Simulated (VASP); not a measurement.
Energy against volume of BN (zinc blende). Method: optB86b-vdW, VASP's PBE PAW potentials (set 64) (plane waves; VASP). Run with 520 eV cut-off, 12×12×12 Γ-centred mesh, Gaussian smearing of 0.050 eV, potentials B N.

```tsv
V (Å³/atom)	E (eV/atom)
5.579	-7.82197
5.757	-7.84339
5.935	-7.85028
6.113	-7.84457
```

### Question
Fit these four points and predict the energy of the run at 6.291 Å³/atom.

### Answer
A cubic in V^(−2/3), the third-order Birch-Murnaghan form, passes through the four points with V0 = 5.94 Å³/atom and B0 = 377 GPa, and gives -7.8279 eV/atom there. The run gave -7.8279 eV/atom, -0.0 meV/atom from the fit; all five points give B0 = 377 GPa.

The compound is BN in the zinc blende structure. It was relaxed first.
